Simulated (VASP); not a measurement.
Runs of VASP 6.6.1 on W. It takes space group Im-3m (No. 229, cubic). Conventional cell: a = 3.201 Å, b = 3.201 Å, c = 3.201 Å, α = 90.00°, β = 90.00°, γ = 90.00°. Around W (site symmetry m-3m) lie 8 W at 2.77 Å. 

| task | level | potentials or basis | cell | k mesh | cutoff (eV) | mesh quality | gap on the mesh (eV) | pressure (GPa) | relaxed volume (Å³/atom) |
| --- | --- | --- | --- | --- | --- | --- | --- | --- | --- |
| relaxation of cell and atoms | PBE | VASP PAW PBE potentials, release 64 (W_sv) | relaxed | 18 × 18 × 18 | 600 | not flagged | none | 0.0 | 16.16 |
| relaxation of cell and atoms | PBE+D3(BJ) | VASP PAW PBE potentials, release 64 (W_sv) | relaxed | 18 × 18 × 18 | 600 | not flagged | none | 0.0 | 15.80 |
| relaxation of cell and atoms | PBEsol | VASP PAW PBE potentials, release 64 (W_sv) | relaxed | 18 × 18 × 18 | 300 | not flagged | none | 0.0 | 15.69 |
| relaxation of cell and atoms | PBEsol | VASP PAW PBE potentials, release 64 (W_sv) | relaxed | 6 × 6 × 6 | 600 | coarse | none | 0.0 | (b) |
| single point | PBEsol | VASP PAW PBE potentials, release 64 (W_sv) | as given | 18 × 18 × 18 | 520 | not flagged | none | (c) | - |
| relaxation of cell and atoms | PBEsol | VASP PAW PBE potentials, release 64 (W_sv) | relaxed | 18 × 18 × 18 | 600 | not flagged | none | 0.0 | (a) |
| relaxation of cell and atoms | PBEsol | VASP PAW PBE potentials, release 64 (W) | relaxed | 18 × 18 × 18 | 580 | not flagged | none | 0.0 | 15.54 |
| relaxation of cell and atoms | LDA | VASP PAW LDA potentials, release 64 (W_sv) | relaxed | 18 × 18 × 18 | 600 | not flagged | none | 0.0 | 15.51 |

Alike in all rows: no spin polarisation; smearing gaussian 0.1 eV.

Fill in the values left out.

(a) 15.73; (b) 15.63; (c) -12.7.

Caveats: some runs use coarse meshes; the PAW data sets were made with another functional, which shifts forces and pressure a little (some runs); pairwise dispersion overbinds metals, which lowers pressure and volume (some runs).

A k mesh can miss the band edges, and the runs leave out spin-orbit coupling on W.

A gap of «none» marks a metal or a gap under the smearing width.

The runs don't all hold the same shells in valence.
